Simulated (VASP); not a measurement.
OSZICAR of a VASP run on Ga₃₆N₃₅O:

### OSZICAR
```
       N       E                     dE             d eps       ncg     rms          rms(c)
DAV:   1    -0.530730110544E+03   -0.53073E+03   -0.22686E+01   362   0.125E+01    0.959E+00
DAV:   2    -0.530898007990E+03   -0.16790E+00   -0.72012E-01   428   0.143E+00    0.656E+00
DAV:   3    -0.530848380976E+03    0.49627E-01   -0.20392E-02   428   0.385E-01    0.382E+00
DAV:   4    -0.530828334117E+03    0.20047E-01   -0.17162E-02   412   0.242E-01    0.216E+00
DAV:   5    -0.530822234224E+03    0.60999E-02   -0.38685E-03   428   0.128E-01    0.120E+00
DAV:   6    -0.530820075736E+03    0.21585E-02   -0.13863E-03   420   0.881E-02    0.663E-01
DAV:   7    -0.530819341590E+03    0.73415E-03   -0.30356E-04   412   0.449E-02    0.370E-01
DAV:   8    -0.530819100056E+03    0.24153E-03   -0.14186E-04   412   0.301E-02    0.204E-01
DAV:   9    -0.530819027757E+03    0.72299E-04   -0.38583E-05   324   0.149E-02    0.113E-01
DAV:  10    -0.530819006789E+03    0.20967E-04   -0.14479E-05   260   0.103E-02    0.619E-02
DAV:  11    -0.530819003112E+03    0.36776E-05   -0.88651E-06   220   0.633E-03
   1 F= -.53081900E+03 E0= -.53081900E+03  d E =-.293163E-19
```

Q: Which electronic solver shows in the log?

A: It is blocked Davidson (ALGO = Normal, or the opening steps of other solvers). The INCAR had ALGO = Normal.

Q: Can the final energy be trusted as converged?

A: Self-consistency was reached. It stopped with EDIFF = 1E-5, NELM = 50 (HSE06 screened hybrid, plane waves, VASP's PBE PAW potentials (set 64)).  The cell is charged, with a uniform compensating background. The supercell is sampled at Γ alone, which is coarse: total energies, pressure and levels can be off, energies of defects by several tenths of an eV.

The cell is a supercell with a defect, built from GaN (wurtzite): O_N, charge +1. The cell's shape comes from a PBE relaxation. The run is not spin-polarised, so no state with unpaired spins was tried.
